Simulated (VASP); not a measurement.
Here is the system:

```
MgO
1.0
    0.00000     2.07280     2.07280
    2.07280     0.00000     2.07280
    2.07280     2.07280     0.00000
Mg O
1 1
Direct
  0.00000   0.00000   0.00000
  0.50000   0.50000   0.50000
```

The numbers are results of LDA (Ceperley-Alder, Perdew-Zunger), VASP's LDA PAW potentials (set 64) (plane waves; VASP), not measurements. Numerical set-up: 620 eV cut-off, 11×11×11 Γ-centred mesh, Gaussian smearing of 0.050 eV, potentials Mg O.

### Question
What does the run give for the energy per atom (σ→0), band gap (on the k-mesh) with the smallest direct gap where there is one?

### Answer

```yaml
band gap (on the k-mesh): 5.14 eV
smallest direct gap (on the k-mesh): 5.14 eV
energy per atom (σ→0): -6.725 eV/atom
```

Only differences to runs with the same potentials and settings are physical.

The compound is MgO in the rock salt structure. It was relaxed first.
